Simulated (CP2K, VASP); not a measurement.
A VASP calculation is set up with these files.

INCAR:
```
LCHARG  =  .FALSE.
PREC  =  Accurate
ISMEAR  =  -1   ! Fermi-Dirac
ALGO  =  Normal   ! blocked Davidson
SIGMA  =  0.01   ! width (eV)
GGA  =  PS   ! PBEsol
LMAXMIX  =  4   ! l cut-off of mixed one-centre charges
EDIFF  =  1E-6   ! SCF stop (eV)
LASPH  =  .TRUE.   ! aspherical one-centre terms
NELM  =  100
ISIF  =  2
SYSTEM  =  TlCl
LWAVE  =  .FALSE.
LREAL  =  .FALSE.   ! projection in real space or not
ENCUT  =  300   ! plane-wave cut-off (eV)
```

File KPOINTS:
```
kpoints
0
G
 5 5 5
0 0 0
```

### POSCAR
```
TlCl
1
    0.0000000000     3.2195500000     3.2195500000
    3.2195500000     0.0000000000     3.2195500000
    3.2195500000     3.2195500000     0.0000000000
Tl Cl
1 1
Direct
  0.0000000000   0.0000000000   0.0000000000
  0.5000000000   0.5000000000   0.5000000000
```

POTCAR, in this order: Tl_d Cl (PBE.64 set). Program: vasp_std.

### Question
Write an input for CP2K that does the same calculation.

### Answer
One input that does it (PBEsol, GPW, DZVP-MOLOPT-SR-GTH basis, GTH-PBE potentials (GTH_POTENTIALS)):
```
&GLOBAL
  PROJECT bulk
  RUN_TYPE ENERGY_FORCE
  PRINT_LEVEL LOW
&END GLOBAL
&FORCE_EVAL
  METHOD Quickstep
  STRESS_TENSOR ANALYTICAL
  &DFT
    BASIS_SET_FILE_NAME BASIS_MOLOPT
    POTENTIAL_FILE_NAME GTH_POTENTIALS
    &QS
      METHOD GPW
      EPS_DEFAULT 1E-10
    &END QS
    &MGRID
      CUTOFF 500
      REL_CUTOFF 60
      NGRIDS 5
    &END MGRID
    &SCF
      SCF_GUESS ATOMIC
      EPS_SCF 1E-6
      MAX_SCF 100
      ADDED_MOS 5
      &DIAGONALIZATION
        ALGORITHM STANDARD
      &END DIAGONALIZATION
      &MIXING
        METHOD BROYDEN_MIXING
        ALPHA 0.3
        NBUFFER 12
      &END MIXING
      &SMEAR ON
        METHOD FERMI_DIRAC
        ELECTRONIC_TEMPERATURE [K] 116.05
      &END SMEAR
    &END SCF
    &KPOINTS
      SCHEME MONKHORST-PACK 5 5 5
    &END KPOINTS
    &XC
      &XC_FUNCTIONAL
        &PBE
          PARAMETRIZATION PBESOL
        &END PBE
      &END XC_FUNCTIONAL
    &END XC
    &PRINT
      &MO
        EIGENVALUES T
        OCCUPATION_NUMBERS T
        NDIGITS 8
        FILENAME mo
        &EACH
          QS_SCF 0
        &END EACH
        ADD_LAST NUMERIC
      &END MO
      &MULLIKEN OFF
      &END MULLIKEN
    &END PRINT
  &END DFT
  &SUBSYS
    &CELL
      ABC 4.55313100 4.55313115 4.55313142
      ALPHA_BETA_GAMMA 59.99999366 59.99999580 59.99999384
      PERIODIC XYZ
    &END CELL
    &COORD
      Tl       0.00000000     0.00000000     0.00000000
      Cl       4.55313150     2.62875150     1.85880800
    &END COORD
    &KIND Tl
      BASIS_SET DZVP-MOLOPT-SR-GTH-q13
      POTENTIAL GTH-PBE-q13
    &END KIND
    &KIND Cl
      BASIS_SET DZVP-MOLOPT-SR-GTH-q7
      POTENTIAL GTH-PBE-q7
    &END KIND
  &END SUBSYS
  &PRINT
    &FORCES ON
    &END FORCES
    &STRESS_TENSOR ON
    &END STRESS_TENSOR
  &END PRINT
&END FORCE_EVAL
```
Both inputs were run and reached self-consistency, which says nothing on mesh or cut-off. Potentials, basis and cut-offs are each code's own, so they don't translate, and total energies aren't comparable.

The structure comes from a computed database's TlCl entry (Fm-3m); how it stands against other phases isn't given here. The cell was not relaxed at this level, and it may have been scaled.
